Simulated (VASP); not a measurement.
Given:

```xyz
2
Lattice="2.7906 0.0000 0.0000 0.0000 2.7906 0.0000 0.0000 0.0000 2.7906" Properties=species:S:1:pos:R:3 pbc="T T T"
Al     1.3953     1.3953     1.3953
Fe     0.0000     0.0000     0.0000
```

Computed with vdW-DF-cx, VASP's PBE PAW potentials (set 64) (plane waves; VASP). Settings: 520 eV cut-off, 13×13×13 Γ-centred mesh, first-order Methfessel-Paxton smearing of 0.10 eV, potentials Al Fe.

Question: Predict the energy per atom (σ→0), pressure, band gap (on the k-mesh) with the smallest direct gap where there is one.

Answer: 
The band gap (on the k-mesh) comes out as none (metal, semimetal or under 0.01 eV), the energy per atom (σ→0) comes out as -4.689 eV/atom and the pressure is 13.38 GPa.

The absolute energy has meaning only against runs of the same code, potentials and settings.

The compound is FeAl in the CsCl type structure. This cell is one point of a volume scan, at 0.94 of the reference volume. The run is not spin-polarised, so no magnetic state was tried. The electron count is odd and the run is not spin-polarised, which forces a metal.
